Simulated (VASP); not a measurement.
# Be3Se2O (P31m) in VASP: notebook

One crystal, Be3Se2O, is run at these levels: PBE, r2SCAN; tasks: relaxation of cell and atoms, single point.

Program: VASP 6.6.1. These are calculated values, not measurements. Logs are shortened: lines on timing, memory, paths and dates and some standing lists are left out, and cuts for length are marked.

## (1) Starting point

The structure is trigonal, space group P31m (No. 157). The conventional cell has a = 5.755 Å, b = 5.755 Å, c = 4.462 Å, α = 90.00°, β = 90.00°, γ = 120.00°. Be (site symmetry m) is surrounded by 1 O at 1.55 Å. Se (site symmetry 3) has 3 Be at 2.13 Å as nearest neighbours. Around O (site symmetry 3m) lie 3 Be at 1.55 Å.

The cell was built by a generator and needn't be a form met in nature.

## (2) Relaxation of cell and atoms, PBE

File INCAR:

```
  PREC = Accurate
  ENCUT = 520
  EDIFF = 1E-6
  ISMEAR = 0
  SIGMA = 0.03
  LREAL = False
  LASPH = True
  NELM = 120
  ALGO = Normal
  ISIF = 3
  LWAVE = False
  LCHARG = False
  GGA = PE
  IBRION = 2
  NSW = 90
  EDIFFG = -0.01
  KPAR = 4
```

File KPOINTS:

```
regular mesh
0
Gamma
  6 6 6
```

File POSCAR:

```
Be3Se2O
1.0
    5.7548853100      0.0000000000      0.0000000000
   -2.8774426600      4.9838768800      0.0000000000
    0.0000000000      0.0000000000      4.4620000000
Be Se O
3 2 1
Direct
    0.7304952200      0.0000000000      0.1828776300
    0.0000000000      0.7304952200      0.1828776300
    0.2695047800      0.2695047800      0.1828776300
    0.3333333300      0.6666666700      0.2050649900
    0.6666666700      0.3333333300      0.2050649900
    0.0000000000      0.0000000000      0.1851187800
```

Potentials or basis: VASP PAW PBE potentials, release 64 (Be, Se, O).

On the command line:

```bash
$ cat potpaw_PBE.64/Be/POTCAR potpaw_PBE.64/Se/POTCAR potpaw_PBE.64/O/POTCAR > POTCAR
$ mpirun -np 4 vasp_std > vasp.out
```

OUTCAR:

```text
PREC = Accurate
   ENCUT = 520
   EDIFF = 1E-6
   ISMEAR = 0
   LREAL = False
   LASPH = True
   NELM = 120
   ISIF = 3
   GGA = PE
   IBRION = 2
   NSW = 90
   EDIFFG = -0.01

 ion  position               nearest neighbor table
   1  0.730  0.000  0.183-   6 1.55   5 2.13   4 2.13
   2  0.000  0.730  0.183-   6 1.55   4 2.13   5 2.13
   3  0.270  0.270  0.183-   6 1.55   5 2.13   4 2.13
   4  0.333  0.667  0.205-   2 2.13   1 2.13   3 2.13
   5  0.667  0.333  0.205-   1 2.13   2 2.13   3 2.13
   6  0.000  0.000  0.185-   1 1.55   3 1.55   2 1.55

  LATTYP: Found a hexagonal cell.
 ALAT       =     5.7548853100
 C/A-ratio  =     0.7753412552

  Lattice vectors:

 A1 = (   5.7548853100,   0.0000000000,   0.0000000000)
 A2 = (  -2.8774426600,   4.9838768800,   0.0000000000)
 A3 = (   0.0000000000,   0.0000000000,   4.4620000000)

Analysis of symmetry for initial positions (statically):
=====================================================================
 Subroutine PRICEL returns:
 Original cell was already a primitive cell.

 Routine SETGRP: Setting up the symmetry group for a
 hexagonal supercell.

 Subroutine GETGRP returns: Found  6 space group operations
 (whereof  6 operations were pure point group operations)
 out of a pool of 24 trial point group operations.

The static configuration has the point symmetry C_3v.

Analysis of symmetry for dynamics (positions and initial velocities):
=====================================================================
 Subroutine PRICEL returns:
 Original cell was already a primitive cell.

 Routine SETGRP: Setting up the symmetry group for a
 hexagonal supercell.

 Subroutine GETGRP returns: Found  6 space group operations
 (whereof  6 operations were pure point group operations)
 out of a pool of 24 trial point group operations.

The dynamic configuration has the point symmetry C_3v.

 Subroutine INISYM returns: Found  6 space group operations
 (whereof  6 operations are pure point group operations),
 and found     1 'primitive' translations

[... 123 lines left out ...]
  volume/ion in A,a.u.               =      21.33       143.94
  Fermi-wavevector in a.u.,A,eV,Ry     =   0.937060  1.770787 11.947023  0.878081
  Thomas-Fermi vector in A             =   2.064133
   LORBIT       =      0    0 simple, 1 ext, 2 COOP (PROOUT), +10 PAW based schemes
   GGA     = PE    functional components
   LHFCALC =     F    Hartree Fock is set to
   AEXX    =    0.0000 exact exchange contribution
   IVDW    =     0    specifies the selected vdW correction
   LEPSILON=     F    determine dielectric tensor
   LRPA    =     F    only Hartree local field effects (RPA)
 conjugate gradient relaxation of ions
 non-spin polarized calculation
 Gauss-broadening in eV      SIGMA  =   0.03
  energy-cutoff  :      520.00
  volume of cell :      127.98
 maximum number of plane-waves:      3491
 NGX is ok and might be reduce to    48
   NGX = 21   NGY = 21   NGZ = 17

--------------------------------------- Ionic step        1  -------------------------------------------

 number of electron      23.9999999 magnetization

 Free energy of the ion-electron system (eV)
  ---------------------------------------------------
  ext. energy  EPLUGINS =         0.00000000
  ---------------------------------------------------
  free energy    TOTEN  =       -30.41081531 eV

  energy without entropy =      -30.41081531  energy(sigma->0) =      -30.41081531

------------------------ aborting loop because EDIFF is reached ----------------------------------------

  FORCE on cell =-STRESS in cart. coord.  units (eV):
  Direction    XX          YY          ZZ          XY          YZ          ZX
  --------------------------------------------------------------------------------------
  -------------------------------------------------------------------------------------
  Total        0.6274889      0.6274889      0.4913080     -0.0000000      0.0000000     -0.0000000
  in kB        7.8556677      7.8556677      6.1507895     -0.0000000      0.0000000     -0.0000000
  external PRESSURE =       7.2873749 kB  Pullay stress =       0.0000000 kB
[... 101 lines left out ...]
  FREE ENERGIE OF THE ION-ELECTRON SYSTEM (eV)
  ---------------------------------------------------
  free  energy   TOTEN  =       -30.4159181916 eV

  energy  without entropy=      -30.4159181916  energy(sigma->0) =      -30.41591819

[... ionic steps 4 to 33 ...]

--------------------------------------- Ionic step       34  -------------------------------------------

 number of electron      23.9999998 magnetization

------------------------ aborting loop because EDIFF is reached ----------------------------------------
[... 75 lines left out ...]
--------------------------------------- Ionic step       36  -------------------------------------------

 number of electron      23.9999998 magnetization

 Free energy of the ion-electron system (eV)
  ---------------------------------------------------
  ext. energy  EPLUGINS =         0.00000000
  ---------------------------------------------------
  free energy    TOTEN  =       -30.44294126 eV

  energy without entropy =      -30.44294126  energy(sigma->0) =      -30.44294126

 E-fermi :   0.2758     XC(G=0):  -6.9478

 val. band max:        0.1087549405   @ k =   0.0000   0.0000   0.0000
 cond. band min:       2.8278054139   @ k =   0.0000   0.0000   0.0000
 fundamental gap:      2.7190504735
 Fermi energy:         0.2758038736

 k-point     1 :       0.0000    0.0000    0.0000
  band No.  band energies     occupation
      1     -19.5755      2.00000
      2     -12.7751      2.00000
      3     -11.3659      2.00000
      4      -6.3504      2.00000
      5      -6.3504      2.00000
      6      -4.3136      2.00000
[... 433 lines left out ...]
      3     -11.9299      2.00000
      4      -6.3099      2.00000
      5      -6.1001      2.00000
      6      -4.4233      2.00000
[... 8 lines left out ...]
     15       4.6694      0.00000
     16       5.4424      0.00000

 [... further k-points ...]

------------------------ aborting loop because EDIFF is reached ----------------------------------------

  FORCE on cell =-STRESS in cart. coord.  units (eV):
  Direction    XX          YY          ZZ          XY          YZ          ZX
  --------------------------------------------------------------------------------------
  -------------------------------------------------------------------------------------
  Total       -0.0205130     -0.0205130     -0.0066524      0.0000000      0.0000000     -0.0000000
  in kB       -0.2310696     -0.2310696     -0.0749360      0.0000000      0.0000000     -0.0000000
  external PRESSURE =      -0.1790251 kB  Pullay stress =       0.0000000 kB
[... 21 lines left out ...]
  FREE ENERGIE OF THE ION-ELECTRON SYSTEM (eV)
  ---------------------------------------------------
  free  energy   TOTEN  =       -30.4429412589 eV

  energy  without entropy=      -30.4429412589  energy(sigma->0) =      -30.44294126

 reached required accuracy - stopping structural energy minimisation
```

CONTCAR:

```text
Be3Se2O
   1.00000000000000
     5.7761006433329394   -0.0000000000197531   -0.0000000000000000
    -2.8880503267020083    5.0022498976857008    0.0000000000000000
    -0.0000000000000000    0.0000000000000000    4.9226361398240464
  Be              Se              O
     3     2     1
Direct
     0.7313877382416910    0.0000000000000090    0.1904341917238812
     0.9999999999999957    0.7313877382416644    0.1904341917238812
     0.2686122617583134    0.2686122617583269    0.1904341917238812
     0.3333333300000021    0.6666666699999979    0.1912163076457839
     0.6666666699999979    0.3333333300000021    0.1912163076457839
     0.0000000000000000    0.0000000000000000    0.1901464595367860

  0.00000000E+00  0.00000000E+00  0.00000000E+00
  0.00000000E+00  0.00000000E+00  0.00000000E+00
  0.00000000E+00  0.00000000E+00  0.00000000E+00
  0.00000000E+00  0.00000000E+00  0.00000000E+00
  0.00000000E+00  0.00000000E+00  0.00000000E+00
  0.00000000E+00  0.00000000E+00  0.00000000E+00
```

Wall time 9.4 min (4 MPI ranks of Intel Xeon Platinum 8259CL at 2.50GHz (Skylake/Cascade Lake), shared host); peak memory 0.33 GiB.

Results:

- Free energy: -30.4429 eV
- Relaxed volume: 23.71 Å³/atom
- Relaxed cell: a = 5.776 Å, b = 5.776 Å, c = 4.923 Å, α = 90.00°, β = 90.00°, γ = 120.00°
- Space group after relaxing (to 0.05 Å): P-62m (No. 189)
- Energy gained by relaxing: 5.4 meV/atom
- Ionic steps: 36
- Pressure after relaxing: 0.0 GPa
- Largest force after relaxing: 0.008 eV/Å
- Band gap on the k mesh: 2.72 eV, direct

Forces on the atoms (eV/Å):
```
Be  -0.008  0.000  0.000
Be   0.004 -0.007  0.000
Be   0.004  0.007  0.000
Se   0.000  0.000  0.000
Se   0.000  0.000  0.000
O    0.000  0.000 -0.001
```

The path:
| step | energy change (eV) | largest force (eV/Å) | pressure (GPa) | volume (Å³) |
| --- | --- | --- | --- | --- |
| 1 | 0.0000 | 0.1559 | 0.73 | 127.98 |
| 2 | -0.0051 | 0.1040 | -0.15 | 129.78 |
| 3 | -0.0051 | 0.1071 | -0.12 | 129.69 |
| 4 | -0.0096 | 0.0493 | 0.00 | 130.31 |
| 5 | -0.0126 | 0.2226 | 0.26 | 132.18 |
| 6 | -0.0134 | 0.1635 | 0.18 | 131.61 |
| 7 | -0.0169 | 0.1198 | 0.15 | 132.58 |
| 8 | -0.0178 | 0.1536 | 0.13 | 133.32 |
| 9 | -0.0207 | 0.1301 | 0.13 | 134.22 |
| 10 | -0.0271 | 0.0583 | 0.12 | 136.94 |
| 11 | -0.0299 | 0.0901 | 0.05 | 142.37 |
| 12 | -0.0305 | 0.0442 | 0.07 | 140.68 |
| 13 | -0.0308 | 0.0214 | -0.18 | 141.95 |
| 14 | -0.0309 | 0.0247 | -0.12 | 141.65 |
| 15 | -0.0313 | 0.0163 | -0.08 | 141.98 |
| 16 | -0.0314 | 0.0133 | -0.05 | 142.20 |
| 17 | -0.0313 | 0.0343 | 0.01 | 142.64 |
| 18 | -0.0314 | 0.0173 | -0.02 | 142.35 |
| 19 | -0.0314 | 0.0207 | -0.02 | 142.41 |
| 20 | -0.0314 | 0.0190 | -0.02 | 142.38 |
| 21 | -0.0314 | 0.0180 | -0.02 | 142.37 |
| 22 | -0.0314 | 0.0162 | 0.00 | 142.32 |
| 23 | -0.0315 | 0.0146 | 0.02 | 142.28 |
| 24 | -0.0315 | 0.0145 | 0.01 | 142.29 |
| 25 | -0.0316 | 0.0197 | -0.01 | 142.33 |
| 26 | -0.0316 | 0.0334 | -0.07 | 142.41 |
| 27 | -0.0316 | 0.0319 | -0.06 | 142.40 |
| 28 | -0.0317 | 0.0275 | -0.05 | 142.38 |
| 29 | -0.0318 | 0.0196 | -0.03 | 142.35 |
| 30 | -0.0318 | 0.0257 | 0.02 | 142.27 |
| 31 | -0.0319 | 0.0231 | 0.01 | 142.27 |
| 32 | -0.0319 | 0.0200 | -0.01 | 142.29 |
| 33 | -0.0320 | 0.0139 | -0.04 | 142.32 |
| 34 | -0.0320 | 0.0211 | -0.10 | 142.37 |
| 35 | -0.0321 | 0.0151 | -0.05 | 142.33 |
| 36 | -0.0321 | 0.0076 | -0.02 | 142.23 |

Final structure:
```
Be Se O
1.0
     5.77610    0.00000    0.00000
    -2.88805    5.00225    0.00000
     0.00000    0.00000    4.92264
Be Se O
3 2 1
Direct
  0.73139 0.00000 0.19043
  0.00000 0.73139 0.19043
  0.26861 0.26861 0.19043
  0.33333 0.66667 0.19122
  0.66667 0.33333 0.19122
  0.00000 0.00000 0.19015
```

Caveat: this functional lacks dispersion, which binds the layers, so the pressure and a relaxed spacing across them are unreliable.

## (3) Relaxation of cell and atoms, PBE

This run uses another cell than the first one, of 23.71 Å³/atom, 1.111 times its volume.

INCAR, as its differences from that of step 2:

```diff
@@ -2,3 +2,3 @@
   ENCUT = 520
-  EDIFF = 1E-6
+  EDIFF = 1E-7
   ISMEAR = 0
@@ -14,4 +14,5 @@
   IBRION = 2
-  NSW = 90
-  EDIFFG = -0.01
+  NSW = 60
+  EDIFFG = -0.005
+  POTIM = 0.3
   KPAR = 4
```

KPOINTS is that of step 2.

File POSCAR:

```
Be3Se2O                                 
1.0
    5.7761006433     -0.0000000000     -0.0000000000
   -2.8880503267      5.0022498977      0.0000000000
   -0.0000000000      0.0000000000      4.9226361398
  Be              Se              O             
     3     2     1
Direct
     0.7313877382416910    0.0000000000000090    0.1904341917238812
     0.9999999999999957    0.7313877382416644    0.1904341917238812
     0.2686122617583134    0.2686122617583269    0.1904341917238812
     0.3333333300000021    0.6666666699999979    0.1912163076457839
     0.6666666699999979    0.3333333300000021    0.1912163076457839
     0.0000000000000000    0.0000000000000000    0.1901464595367860
```

Potentials or basis: VASP PAW PBE potentials, release 64 (Be, Se, O).

On the command line:

```bash
$ cat potpaw_PBE.64/Be/POTCAR potpaw_PBE.64/Se/POTCAR potpaw_PBE.64/O/POTCAR > POTCAR
$ mpirun -np 4 vasp_std > vasp.out
```

Run time: 4.9 min. Hardware: 4 MPI ranks of Intel Xeon Platinum 8259CL at 2.50GHz (Skylake/Cascade Lake), shared host; peak memory 0.35 GiB.

The run converged. Its results:

- Free energy: -30.4543 eV
- Relaxed volume: 25.40 Å³/atom
- Relaxed cell: a = 5.776 Å, b = 5.776 Å, c = 5.274 Å, α = 90.00°, β = 90.00°, γ = 120.00°
- Space group after relaxing (to 0.05 Å): P-62m (No. 189)
- Energy gained by relaxing: 0.7 meV/atom
- Ionic steps: 15
- Pressure after relaxing: 0.0 GPa
- Largest force after relaxing: 0.004 eV/Å
- Band gap on the k mesh: 2.85 eV, direct

Forces in eV/Å, atoms in the order of the input:
```
Be   0.004  0.000  0.000
Be  -0.002  0.004  0.000
Be  -0.002 -0.004  0.000
Se   0.000  0.000  0.000
Se   0.000  0.000  0.000
O    0.000  0.000 -0.001
```

The path:
| step | energy change (eV) | largest force (eV/Å) | pressure (GPa) | volume (Å³) |
| --- | --- | --- | --- | --- |
| 1 | 0.0000 | 0.0079 | 0.06 | 142.23 |
| 2 | -0.0001 | 0.0016 | 0.05 | 142.35 |
| 3 | -0.0004 | 0.0171 | 0.01 | 142.70 |
| 4 | -0.0007 | 0.0544 | -0.06 | 143.39 |
| 5 | -0.0005 | 0.1277 | -0.21 | 144.78 |
| 6 | -0.0007 | 0.0812 | -0.12 | 143.90 |
| 7 | -0.0008 | 0.0810 | -0.11 | 143.93 |
| 8 | -0.0009 | 0.0811 | -0.10 | 144.02 |
| 9 | -0.0011 | 0.0809 | -0.09 | 144.21 |
| 10 | -0.0014 | 0.0802 | -0.07 | 144.58 |
| 11 | -0.0021 | 0.0791 | -0.03 | 145.34 |
| 12 | -0.0030 | 0.0769 | 0.05 | 146.84 |
| 13 | -0.0036 | 0.0719 | 0.21 | 149.83 |
| 14 | -0.0042 | 0.0374 | 0.11 | 151.14 |
| 15 | -0.0043 | 0.0044 | 0.01 | 152.40 |

Final structure:
```
CELL_PARAMETERS angstrom
5.77614 0.00000 0.00000
-2.88807 5.00229 0.00000
0.00000 0.00000 5.27435
ATOMIC_POSITIONS crystal
Be 0.73139 0.00000 0.19063
Be 0.00000 0.73139 0.19063
Be 0.26861 0.26861 0.19063
Se 0.33333 0.66667 0.19067
Se 0.66667 0.33333 0.19067
O 0.00000 0.00000 0.19066
```

Levels at points of the mesh, in eV from the valence-band top:
```
           k point  band 9  band 10  band 11  band 12  band 13  band 14  band 15  band 16
(0.00, 0.00, 0.00)   -1.61    -1.61    -1.59     0.00     2.85     4.48     4.48     5.85
(0.50, 0.00, 0.00)   -2.16    -1.50    -1.46    -0.74     4.07     4.26     4.92     5.27
(0.00, 0.00, 0.50)   -1.91    -1.59    -1.59    -0.20     3.97     3.97     4.31     5.64
(0.50, 0.00, 0.50)   -2.14    -1.80    -1.49    -1.02     3.57     4.26     4.62     5.54
```

Caveat: this functional lacks dispersion, which binds the layers, so the pressure and a relaxed spacing across them are unreliable. A k mesh can miss the band edges.

## (4) Single point, r2SCAN

This run uses another cell than the first one, of 25.40 Å³/atom, 1.191 times its volume.

File INCAR:

```
  PREC = Accurate
  ENCUT = 520
  EDIFF = 1E-6
  ISMEAR = 0
  SIGMA = 0.03
  LREAL = False
  LASPH = True
  NELM = 150
  ALGO = Normal
  ISIF = 2
  LWAVE = False
  LCHARG = False
  METAGGA = R2SCAN
  LMIXTAU = True
  NBANDS = 21
  KPAR = 4
```

KPOINTS is that of step 3.

File POSCAR:

```
Be3Se2O                                 
1.0
    5.7761425774      0.0000000000      0.0000000000
   -2.8880712937      5.0022862137     -0.0000000000
    0.0000000000      0.0000000000      5.2743464461
  Be              Se              O             
     3     2     1
Direct
     0.7313913575951316    0.0000000000000040    0.1906263483393422
     0.9999999999999944    0.7313913575951129    0.1906263483393422
     0.2686086424048736    0.2686086424048832    0.1906263483393422
     0.3333333300000021    0.6666666699999979    0.1906709238307694
     0.6666666699999979    0.3333333300000021    0.1906709238307694
     1.0000000000000000    1.0000000000000000    0.1906607573204247
```

On the command line:

```bash
$ cat potpaw_PBE.64/Be/POTCAR potpaw_PBE.64/Se/POTCAR potpaw_PBE.64/O/POTCAR > POTCAR
$ mpirun -np 4 vasp_std > vasp.out
```

Wall time 3.1 min (4 MPI ranks of Intel Xeon Platinum 8259CL at 2.50GHz (Skylake/Cascade Lake), shared host); peak memory 0.39 GiB.

The run converged. Its results:

- Free energy: -55.6312 eV
- Pressure: -0.8 GPa
- Largest force: 0.110 eV/Å
- Band gap on the k mesh: 3.27 eV, direct

Forces in eV/Å, atoms in the order of the input:
```
Be   0.110  0.000  0.000
Be  -0.055  0.095  0.000
Be  -0.055 -0.095  0.000
Se   0.000  0.000  0.000
Se   0.000  0.000  0.000
O    0.000  0.000 -0.001
```

Stress tensor (GPa, compression positive):
```
-1.07  0.00  0.00
 0.00 -1.07  0.00
 0.00  0.00 -0.15
```

Levels at points of the mesh, in eV from the valence-band top:
| k point | band 9 | band 10 | band 11 | band 12 | band 13 | band 14 | band 15 | band 16 |
| --- | --- | --- | --- | --- | --- | --- | --- | --- |
| (0.00, 0.00, 0.00) | -1.64 | -1.62 | -1.62 | 0.00 | 3.27 | 5.14 | 5.14 | 6.46 |
| (0.50, 0.00, 0.00) | -2.18 | -1.49 | -1.48 | -0.75 | 4.51 | 4.86 | 5.36 | 5.85 |
| (0.00, 0.00, 0.50) | -1.98 | -1.60 | -1.60 | -0.21 | 4.56 | 4.56 | 5.02 | 6.01 |
| (0.50, 0.00, 0.50) | -2.16 | -1.83 | -1.48 | -1.04 | 4.07 | 4.70 | 5.22 | 6.18 |

Caveat: the PAW data sets were made with another functional, which shifts forces and pressure a little.
